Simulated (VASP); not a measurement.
# Cu2SeS with AM05: from relaxation to properties

Wanted: the relaxed cell of Cu2SeS and its properties. The steps: rough relaxation of the start cell, relaxing cell and atoms (AM05), density, ELF and potential (AM05), bands along the symmetry lines (AM05), total and projected DOS (AM05), zone-centre phonons (AM05), core levels (AM05), volume scan with AM05, fit for AM05 and ionic relaxation at fixed cell (AM05), changed input. The cell is invented: it takes the structure of a Materials Project entry for Mg2SeS (space group 115 there), with some of its atoms replaced by other elements, volume scaled by an estimate. It may not be a known or stable phase. The atoms of the start are displaced at random from the sites of a P-4m2 cell.

Calculated with VASP 6.6.1; AM05, no spin polarisation; plane waves and PAW (Se, Cu, S); invented cell.

### 1. The structure

Before any relaxation, the start is as follows. The structure is triclinic, space group P1 (No. 1). The conventional cell has a = 3.909 Å, b = 3.909 Å, c = 5.520 Å, α = 90.00°, β = 90.00°, γ = 90.00°. Se has 4 Cu at 2.42 to 2.45 Å nearest. Nearest to Cu lie 2 S at 2.35 to 2.36 Å and 2 Se at 2.43 to 2.45 Å. Nearest to Cu lie 2 S at 2.35 to 2.37 Å and 2 Se at 2.42 to 2.43 Å. S has 4 Cu at 2.35 to 2.37 Å nearest. It derives from Mg2SeS. it takes the structure of a Materials Project entry for Mg2SeS (space group 115 there), with some of its atoms replaced by other elements, volume scaled by an estimate. Farther neighbours and most contacts between anions are not listed.

Coordinates:

```cif
data_structure
_symmetry_space_group_name_H-M 'P1'
_symmetry_Int_Tables_number 1
_cell_length_a 3.9087
_cell_length_b 3.9087
_cell_length_c 5.5196
_cell_angle_alpha 90.000
_cell_angle_beta 90.000
_cell_angle_gamma 90.000
_cell_volume 84.33
loop_
_atom_site_label
_atom_site_type_symbol
_atom_site_symmetry_multiplicity
_atom_site_Wyckoff_symbol
_atom_site_fract_x
_atom_site_fract_y
_atom_site_fract_z
_atom_site_occupancy
Se1 Se 1 a 0.50226 0.49890 0.00120 1
Cu1 Cu 1 a 0.49970 0.99573 0.73722 1
Cu2 Cu 1 a 0.00278 0.49702 0.26138 1
S1 S 1 a 0.99842 0.00004 0.50005 1
```

### 2. Rough relaxation of the start cell

The start is only an estimate, so a cheap relaxation brings it near a minimum before any careful run. AM05 is built from the electron gas and the surface model, and does well on lattice constants.

File INCAR:

```
SYSTEM = Cu2SeS
PREC = Normal
ENCUT = 400
EDIFF = 1E-05
NELM = 60
ISMEAR = 0
SIGMA = 0.05
LREAL = .FALSE.
ALGO = Fast
GGA = AM
NBANDS = 23
LORBIT = 11
LWAVE = .FALSE.
LCHARG = .FALSE.
KPAR = 2
IBRION = 2
NSW = 40
ISIF = 3
EDIFFG = -0.04
```

File POSCAR:

```
Cu2SeS
1.0
    3.9087020000      0.0000000000      0.0000000000
    0.0000000000      3.9087020000      0.0000000000
    0.0000000000      0.0000000000      5.5195970000
Se Cu S
1 2 1
Direct
    0.5022560000      0.4989030000      0.0011960000
    0.4996950000     -0.0042670000      0.7372220000
    0.0027820000      0.4970170000      0.2613770000
   -0.0015810000      0.0000360000      0.5000520000
```

File KPOINTS:

```
Automatic mesh
0
Gamma
4 4 3
0 0 0
```

PAW data sets: Se, Cu and S (PBE family, release 64).

On the command line:

```bash
$ mpirun -np 2 vasp_std
```

Log:

```text
[banner, memory and clock lines left out]
running    2 mpi-ranks, on    1 nodes
 distrk:  each k-point on    1 cores,    2 groups
 distr:  one band on    1 cores,    1 groups

 POSCAR found type information on POSCAR SeCuS
 POSCAR found :  3 types and       4 ions
|                                                                             |
|               ----> ADVICE to this user running VASP <----                  |
|                                                                             |
|     You enforced a specific xc type in the INCAR file but a different       |
|     [... a line on the potential file left out ...]
|     I HOPE YOU KNOW WHAT YOU ARE DOING!                                     |
|                                                                             |

 LDA part: xc-table for (Slater+PW92), standard interpolation
 POSCAR, INCAR and KPOINTS ok, starting setup
 FFT: planning ... GRIDC
 FFT: planning ... GRID_SOFT
 FFT: planning ... GRID
 WAVECAR not read
 entering main loop
       N       E                     dE             d eps       ncg     rms          rms(c)
DAV:   1     0.236410114484E+03    0.23641E+03   -0.12756E+04  1196   0.144E+03
DAV:   2     0.461708114732E+01   -0.23179E+03   -0.22190E+03  1196   0.310E+02
DAV:   3    -0.182762528264E+02   -0.22893E+02   -0.21922E+02  1691   0.117E+02
DAV:   4    -0.191980420574E+02   -0.92179E+00   -0.91885E+00  1556   0.232E+01
DAV:   5    -0.192370379466E+02   -0.38996E-01   -0.38985E-01  1711   0.421E+00    0.145E+01
RMM:   6    -0.194879215868E+02   -0.25088E+00   -0.46425E+01  1196   0.977E+01    0.127E+01
RMM:   7    -0.161633396869E+02    0.33246E+01   -0.13865E+01  1201   0.578E+01    0.285E+00
RMM:   8    -0.161830767524E+02   -0.19737E-01   -0.44068E-01  1242   0.998E+00    0.129E+00
RMM:   9    -0.162083951213E+02   -0.25318E-01   -0.24908E-01  1522   0.315E+00    0.101E+00
RMM:  10    -0.161991288253E+02    0.92663E-02   -0.27454E-02  1235   0.200E+00    0.369E-01
RMM:  11    -0.161993881387E+02   -0.25931E-03   -0.15482E-02  1526   0.837E-01    0.196E-01
RMM:  12    -0.162000325895E+02   -0.64445E-03   -0.32236E-03  1267   0.620E-01    0.168E-01
RMM:  13    -0.161995812058E+02    0.45138E-03   -0.99849E-04  1209   0.452E-01    0.354E-02
RMM:  14    -0.161996619717E+02   -0.80766E-04   -0.70661E-04  1386   0.155E-01    0.305E-02
RMM:  15    -0.161996464886E+02    0.15483E-04   -0.12693E-04  1218   0.108E-01    0.197E-02
RMM:  16    -0.161996517508E+02   -0.52622E-05   -0.43135E-05   962   0.483E-02
   1 F= -.16199652E+02 E0= -.16197890E+02  d E =-.161997E+02
 curvature:   0.00 expect dE= 0.000E+00 dE for cont linesearch  0.000E+00
 trial: gam= 0.00000 g(F)=  0.839E-02 g(S)=  0.826E+00 ort = 0.000E+00 (trialstep = 0.100E+01)
 search vector abs. value=  0.834E+00
 bond charge predicted
       N       E                     dE             d eps       ncg     rms          rms(c)
DAV:   1    -0.357527335968E+02   -0.19553E+02   -0.23342E+02  1371   0.313E+02    0.406E+01
RMM:   2    -0.335780716552E+02    0.21747E+01   -0.28019E+02  1292   0.280E+02    0.248E+01
RMM:   3    -0.159189767671E+02    0.17659E+02   -0.11621E+02  1203   0.141E+02    0.450E+00
RMM:   4    -0.168478825536E+02   -0.92891E+00   -0.16836E+01  1265   0.545E+01    0.711E+00
RMM:   5    -0.165273422154E+02    0.32054E+00   -0.34014E+00  1235   0.243E+01    0.316E+00
RMM:   6    -0.166657007264E+02   -0.13836E+00   -0.14124E+00  1370   0.915E+00    0.295E+00
RMM:   7    -0.166288823347E+02    0.36818E-01   -0.27292E-01  1323   0.503E+00    0.202E+00
RMM:   8    -0.165580899426E+02    0.70792E-01   -0.11324E-01  1200   0.418E+00    0.865E-01
RMM:   9    -0.165467694441E+02    0.11320E-01   -0.10280E-01  1213   0.348E+00    0.191E-01
RMM:  10    -0.165507444016E+02   -0.39750E-02   -0.36904E-02  1258   0.110E+00    0.318E-01
RMM:  11    -0.165499480578E+02    0.79634E-03   -0.52478E-03  1434   0.672E-01    0.202E-01
RMM:  12    -0.165491804272E+02    0.76763E-03   -0.25332E-03  1223   0.620E-01    0.325E-02
RMM:  13    -0.165492877329E+02   -0.10731E-03   -0.14448E-03  1374   0.246E-01    0.374E-02
RMM:  14    -0.165493074859E+02   -0.19753E-04   -0.19579E-04  1179   0.968E-02    0.302E-02
RMM:  15    -0.165493082824E+02   -0.79650E-06   -0.27228E-05   840   0.510E-02
   2 F= -.16549308E+02 E0= -.16547092E+02  d E =-.349657E+00
[... from here on, the cycles between the ionic steps are left out ...]
   3 F= -.16568788E+02 E0= -.16566663E+02  d E =-.369136E+00
   4 F= -.16569034E+02 E0= -.16566896E+02  d E =-.369382E+00
   5 F= -.16568924E+02 E0= -.16566777E+02  d E =-.369272E+00
   6 F= -.16588062E+02 E0= -.16586271E+02  d E =-.191383E-01
   7 F= -.16600737E+02 E0= -.16598945E+02  d E =-.318130E-01
   8 F= -.16602278E+02 E0= -.16600326E+02  d E =-.333546E-01
   9 F= -.16607893E+02 E0= -.16605449E+02  d E =-.561494E-02
  10 F= -.16607998E+02 E0= -.16605598E+02  d E =-.571920E-02
  11 F= -.16611347E+02 E0= -.16608794E+02  d E =-.334976E-02
  12 F= -.16611901E+02 E0= -.16609365E+02  d E =-.390307E-02
  13 F= -.16612180E+02 E0= -.16609765E+02  d E =-.418199E-02
  14 F= -.16613999E+02 E0= -.16611801E+02  d E =-.181971E-02
  15 F= -.16614288E+02 E0= -.16612235E+02  d E =-.210892E-02
  16 F= -.16614296E+02 E0= -.16612263E+02  d E =-.211632E-02
  17 F= -.16614283E+02 E0= -.16612275E+02  d E =-.210377E-02
  18 F= -.16614195E+02 E0= -.16612232E+02  d E =-.201565E-02
 curvature:  -2.64 expect dE=-0.905E-03 dE for cont linesearch -0.146E-03
 ZBRENT: bracketing found
 ZBRENT: interpolating
 opt :   0.8830  next Energy=   -16.614299 (dE=-0.212E-02)
 bond charge predicted
       N       E                     dE             d eps       ncg     rms          rms(c)
DAV:   1    -0.166143398277E+02   -0.14459E-03   -0.64747E-03  1781   0.682E-01    0.807E-02
RMM:   2    -0.166142833506E+02    0.56477E-04   -0.25610E-04  1194   0.233E-01    0.472E-02
RMM:   3    -0.166142619642E+02    0.21386E-04   -0.12531E-04  1137   0.168E-01    0.332E-02
RMM:   4    -0.166142466424E+02    0.15322E-04   -0.47653E-05  1072   0.851E-02    0.612E-03
RMM:   5    -0.166142482808E+02   -0.16384E-05   -0.17772E-05   653   0.399E-02
  19 F= -.16614248E+02 E0= -.16612259E+02  d E =-.206870E-02
 curvature:  -0.28 expect dE=-0.735E-04 dE for cont linesearch -0.109E-04
 trial: gam=-0.01536 g(F)=  0.112E-03 g(S)=  0.148E-03 ort =-0.912E-03 (trialstep = 0.569E+00)
 search vector abs. value=  0.294E-03
 reached required accuracy - stopping structural energy minimisation
```

It took 49 s on 2 MPI ranks of Intel Xeon 6975P-C (Granite Rapids), shared host; peak memory 0.32 GiB; 96 s of CPU time.

The logs omit lines about the potential files and the build; timing stands in the text.

OUTCAR, selected parts (step 2):

```text
ion  position               nearest neighbor table
   1  0.502  0.499  0.001-   3 2.42   3 2.43   2 2.43   2 2.45
   2  0.500  0.996  0.737-   4 2.35   4 2.36   1 2.43   1 2.45
   3  0.003  0.497  0.261-   4 2.35   4 2.37   1 2.42   1 2.43
   4  0.998  0.000  0.500-   3 2.35   2 2.35   2 2.36   3 2.37

  LATTYP: Found a simple tetragonal cell.
 ALAT       =     3.9087020000
 C/A-ratio  =     1.4121304208

 Subroutine GETGRP returns: Found  1 space group operations
 (whereof  1 operations were pure point group operations)

The static configuration has the point symmetry C_1 .

 Found     26 irreducible k-points:

   k-points           NKPTS =     26   k-points in BZ     NKDIM =     26   number of bands    NBANDS=     23

   dimension x,y,z NGX =    20 NGY =   20 NGZ =   28
   dimension x,y,z NGXF=    40 NGYF=   40 NGZF=   56

   ENCUT  =  400.0 eV  29.40 Ry    5.42 a.u.   6.37  6.37  9.00*2*pi/ulx,y,z

   NELECT =      34.0000    total number of electrons

 k-points in reciprocal lattice and weights: Automatic mesh
   0.00000000  0.00000000  0.00000000       0.021
   0.25000000  0.00000000  0.00000000       0.042
   0.00000000  0.25000000  0.00000000       0.042
   0.50000000  0.00000000  0.00000000       0.021
   0.00000000  0.50000000  0.00000000       0.021
   0.25000000  0.25000000  0.00000000       0.042
  -0.25000000  0.25000000  0.00000000       0.042
   0.50000000  0.25000000  0.00000000       0.042
  -0.25000000  0.50000000  0.00000000       0.042
[...]
0.25000000  0.50000000  0.33333333       0.042
   0.50000000  0.50000000  0.33333333       0.042

 average (electrostatic) potential at core
       1 -53.7669       2 -66.4751       3 -66.4830       4 -87.2405

 E-fermi :   4.4801

 k-point     1 :       0.0000    0.0000    0.0000
  band No.  band energies     occupation
    ...
     11       1.7148      2.00000
     12       1.7975      2.00000
     13       1.8461      2.00000
     14       2.9347      2.00000
     15       2.9491      2.00000
     16       5.3588      0.00000
     17       5.6844      0.00000
     18       5.6909      0.00000
     19       7.5196      0.00000
     20       8.6992      0.00000
    ...

 k-point     2 :       0.2500    0.0000    0.0000
  band No.  band energies     occupation
    ...
     13       1.8410      2.00000
     14       2.4057      2.00000
     15       3.5524      2.00000
     16       3.7745      2.00000
     17       4.4603      1.42625
     18       5.4970      0.00000
     19       9.1256      0.00000
     20       9.7072      0.00000
     21      10.7417      0.00000
     22      11.8510      0.00000
    ...

 k-point     3 :       0.0000    0.2500    0.0000
  band No.  band energies     occupation
    ...
     13       1.8476      2.00000
     14       2.4140      2.00000
     15       3.5367      2.00000
     16       3.7768      2.00000
     17       4.4844      0.90411
     18       5.4872      0.00000
     19       9.1056      0.00000
     20       9.6640      0.00000
     21      10.7331      0.00000
     22      11.8915      0.00000
    ...

  Total        0.0898042     -0.0330033     -0.0417111     -0.0003689     -0.0265242      0.0009292
  in kB        1.9852093     -0.7295711     -0.9220652     -0.0081549     -0.5863437      0.0205398
  external PRESSURE =       0.1111910 kB  Pullay stress =       0.0000000 kB

  energy-cutoff  :      400.00
  volume of cell :       72.48
      direct lattice vectors                 reciprocal lattice vectors
     3.592311633  0.000092426 -0.000033001     0.278372286 -0.000006870 -0.000003385
     0.000088438  3.582368140  0.001836735    -0.000007184  0.279145045 -0.000171652
     0.000068573  0.003463180  5.631921897     0.000001633 -0.000091037  0.177559336

 POSITION                                       TOTAL-FORCE (eV/Angst)
 -----------------------------------------------------------------------------------
      1.80073      1.78375      0.00392        -0.008970     -0.010548     -0.020721
      1.79811      3.57696      4.11299        -0.002932      0.009109     -0.016892
      0.00378      1.78610      1.51560         0.002359     -0.004745      0.034014
      0.00139      3.57580      2.81998         0.009542      0.006184      0.003600
 -----------------------------------------------------------------------------------
    total drift:                               -0.001628      0.003876      0.004153

  FREE ENERGIE OF THE ION-ELECTRON SYSTEM (eV)
  ---------------------------------------------------
  free  energy   TOTEN  =       -16.6142482808 eV

  energy  without entropy=      -16.6102688756  energy(sigma->0) =      -16.61225858

 reached required accuracy - stopping structural energy minimisation

 total charge
# of ion       s       p       d       tot
------------------------------------------
    1        1.458   2.315   0.062   3.835
    2        0.445   0.440   9.158  10.044
    3        0.446   0.441   9.158  10.045
    4        1.323   2.351   0.000   3.674
--------------------------------------------------
tot          3.672   5.547  18.379  27.597

[... 3 further parts left out ...]
```

This run has no spin polarisation, although Cu can carry a moment. The k-mesh is coarse for a metal. LASPH is off, so gradient terms of the non-spherical density inside the spheres are left out; for open d or f shells this can shift gaps and moments. This relaxation is a rough one on cheap settings, only to bring the start near its minimum. The PAW data sets were made with PBE, which is usual practice but a small mismatch for other functionals. After so large a change of volume the plane waves of the start cell no longer fit, so the final stress carries a basis-set error.

Step by step:

```tsv
step	energy less that of the first step (eV)	largest force (eV/Å)	pressure (GPa)	volume (Å³)
1	0.0000	0.3166	-9.02	84.33
2	-0.3497	0.3602	3.95	70.65
3	-0.3691	0.3597	-0.02	73.14
4	-0.3694	0.3550	0.17	72.92
5	-0.3693	0.3563	0.37	72.71
6	-0.3884	0.1795	0.33	72.67
7	-0.4011	0.0859	0.25	72.61
8	-0.4026	0.1850	0.39	72.58
9	-0.4082	0.1349	-0.46	73.17
10	-0.4083	0.1157	-0.46	73.09
11	-0.4117	0.1033	0.33	72.67
12	-0.4122	0.1006	0.38	72.54
13	-0.4125	0.0955	0.64	72.26
14	-0.4143	0.0408	0.34	72.38
15	-0.4146	0.0378	0.24	72.45
16	-0.4146	0.0409	0.32	72.46
17	-0.4146	0.0414	0.53	72.47
18	-0.4145	0.0484	0.07	72.49
19	-0.4146	0.0344	0.01	72.48
```

```tsv
cell as run	before	after	change
a (Å)	3.909	3.592	-8.1 %
b (Å)	3.909	3.582	-8.3 %
c (Å)	5.520	5.632	+2.0 %
α (°)	90.00	89.94	-0.1 %
volume (Å³/atom)	21.08	18.12	-14.1 %
```

The atoms that moved most (Å, as changes of fractional coordinates times the final cell):

```tsv
atom	dx	dy	dz	length
Cu3	-0.006	0.005	0.043	0.043
Cu2	0.003	0.007	-0.041	0.042
S4	0.007	-0.008	0.002	0.011
Se1	-0.004	-0.004	-0.004	0.006
```

Final coordinates:

```cif
data_structure
_symmetry_space_group_name_H-M 'P 1'
_symmetry_Int_Tables_number 1
_cell_length_a 3.5923
_cell_length_b 3.5824
_cell_length_c 5.6319
_cell_angle_alpha 89.935
_cell_angle_beta 90.000
_cell_angle_gamma 89.997
_cell_volume 72.48
loop_
_atom_site_label
_atom_site_type_symbol
_atom_site_fract_x
_atom_site_fract_y
_atom_site_fract_z
_atom_site_occupancy
Se1 Se 0.50126 0.49791 0.00054 1
Cu2 Cu 0.50051 0.99777 0.72998 1
Cu3 Cu 0.00103 0.49832 0.26895 1
S4 S 0.00035 0.99768 0.50039 1
```

This step gave:

```
electrons                       : 34
bands                           : 23
irreducible k-points            : 26
symmetry operations             : 1
free energy (TOTEN)             : -16.61 eV
energy at zero smearing         : -16.61 eV
Fermi energy                    : 4.480 eV
pressure                        : 0.01112 GPa
metallic                        : yes
SCF cycles over all ionic steps : 150
```

It ends with a largest force of 0.034 eV/Å and a pressure of 0.01 GPa.

(Part 1 of 8 ends here.)

[Lines on the potential files, build, host, timing and source positions are cut from VASP's logs without a mark.]

[Logs are printed without paths, hosts, clocks, repeated set-up lines and the standing remarks that a program may print on its own settings, such as how far it seeks lower states.]

[Hosts, paths, dates, database ids (printed as entryN), source tags and the programs' standing remarks are cut or masked in the printed files.]

[A measured line is paired with the nearest computed mode of its activity, which favours agreement.]
